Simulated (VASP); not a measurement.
Output of a VASP run:

### OSZICAR
```
       N       E                     dE             d eps       ncg     rms          rms(c)
DAV:   1     0.502723307058E+02    0.50272E+02   -0.11702E+04  3804   0.135E+03
DAV:   2    -0.175204852455E+02   -0.67793E+02   -0.66729E+02  4740   0.272E+02
DAV:   3    -0.196794553736E+02   -0.21590E+01   -0.21358E+01  5072   0.318E+01
DAV:   4    -0.197038409506E+02   -0.24386E-01   -0.24368E-01  4464   0.395E+00
DAV:   5    -0.197041897034E+02   -0.34875E-03   -0.35171E-03  5222   0.392E-01    0.638E+01
DAV:   6    -0.191982095139E+02    0.50598E+00   -0.51673E-01  4032   0.562E+00    0.379E+01
DAV:   7    -0.190238184985E+02    0.17439E+00   -0.89696E-01  4044   0.707E+00    0.197E+00
DAV:   8    -0.190134340720E+02    0.10384E-01   -0.61486E-02  4140   0.187E+00    0.294E-01
DAV:   9    -0.190135224861E+02   -0.88414E-04   -0.12200E-03  5268   0.284E-01    0.214E-01
DAV:  10    -0.190135090619E+02    0.13424E-04   -0.81067E-05  4362   0.712E-02    0.344E-01
DAV:  11    -0.190135133507E+02   -0.42887E-05   -0.13138E-05  4662   0.323E-02    0.193E-02
DAV:  12    -0.190135136996E+02   -0.34894E-06   -0.90153E-07  5298   0.725E-03    0.700E-03
DAV:  13    -0.190135136179E+02    0.81711E-07   -0.20248E-08  3072   0.137E-03
   1 F= -.19013514E+02 E0= -.19013514E+02  d E =0.000000E+00
```

OUTCAR:
```
------------------------ aborting loop because EDIFF is reached ----------------------------------------
  FORCE on cell =-STRESS in cart. coord.  units (eV):
  Direction    XX          YY          ZZ          XY          YZ          ZX
  --------------------------------------------------------------------------------------
  Total       -0.0227998     -0.0227998     -0.0403980      0.0000000     -0.0000000     -0.0000000
  in kB       -0.7922809     -0.7922809     -1.4038087      0.0000000     -0.0000000     -0.0000000
  external PRESSURE =      -0.9961235 kB  Pullay stress =       0.0000000 kB
  volume of cell :       46.11
      direct lattice vectors                 reciprocal lattice vectors
     1.614195172 -2.795868012  0.000000000     0.309751887 -0.178835338  0.000000000
     1.614195172  2.795868012  0.000000000     0.309751887  0.178835338  0.000000000
     0.000000000  0.000000000  5.108102160     0.000000000  0.000000000  0.195767424
 POSITION                                       TOTAL-FORCE (eV/Angst)
 -----------------------------------------------------------------------------------
      1.61420      0.93196      1.27703        -0.000000      0.000000      0.000000
      1.61420     -0.93196      3.83108         0.000000      0.000000      0.000000
 -----------------------------------------------------------------------------------
    total drift:                                0.000006      0.000187     -0.000016
  FREE ENERGIE OF THE ION-ELECTRON SYSTEM (eV)
  ---------------------------------------------------
  free  energy   TOTEN  =       -19.0135136179 eV

  energy  without entropy=      -19.0135136179  energy(sigma->0) =      -19.01351362

 total charge

# of ion       s       p       d       tot
------------------------------------------
    1        0.387   6.374   1.498   8.260
    2        0.387   6.374   1.498   8.260
--------------------------------------------------
tot          0.775  12.749   2.996  16.519
```
(Selected blocks of OUTCAR.)

### POSCAR
```
Hf
1
    1.6141951718    -2.7958680115     0.0000000000
    1.6141951718     2.7958680115     0.0000000000
    0.0000000000     0.0000000000     5.1081021601
Hf
2
Direct
  0.3333330000   0.6666670000   0.2500000000
  0.6666670000   0.3333330000   0.7500000000
```

Write an INCAR and KPOINTS that could have produced this output.

Several could match; the one computed here: the input of the run itself, RPBE GGA, plane waves, VASP's PBE PAW potentials (set 64).

KPOINTS:
```
Automatic mesh
0
Gamma
15 15 8
0 0 0
```

INCAR:
```
! general
SYSTEM =Hf
PREC   =Accurate
ENCUT  =520   ! plane-wave cut-off (eV)
LREAL  =.False.   ! projection in real space or not
LASPH  =.True.   ! aspherical one-centre terms

! electronic loop
EDIFF  =1E-7
NELM   =100
ALGO   =Normal   ! blocked Davidson
LMAXMIX=6

! smearing
ISMEAR =-5   ! tetrahedra, Bloechl

! functional
GGA    =RP

! ions
ISIF   =2

! output
LWAVE  =.False.
LCHARG =.True.
LORBIT =11
NEDOS  =601
```

POTCAR, in this order: Hf_pv (PBE.64 set). Program: vasp_std.

For a metal the tetrahedron method with Blöchl corrections gives inexact stress and forces.

The compound is Hf in the hcp structure. It was relaxed first.
